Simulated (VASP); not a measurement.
Consider the following.

```
Pd
1.0
    0.00000     1.95364     1.95364
    1.95364     0.00000     1.95364
    1.95364     1.95364     0.00000
Pd
1
Direct
  0.00000   0.00000   0.00000
```

Calculation: AM05 GGA, VASP's PBE PAW potentials (set 64) (plane waves; VASP 6.6.1). Numerical set-up: 520 eV cut-off, 16×16×16 Γ-centred mesh, first-order Methfessel-Paxton smearing of 0.10 eV, potentials Pd.

Question: Give the stress tensor in GPa (positive for a compressed cell).

Answer: 
```
-5.57   0.00   0.00
 0.00  -5.57   0.00
 0.00   0.00  -5.57
```
The pressure is its mean diagonal, -5.57 GPa.

The compound is Pd in the fcc structure. This cell is one point of a volume scan, at 1.03 of the reference volume.
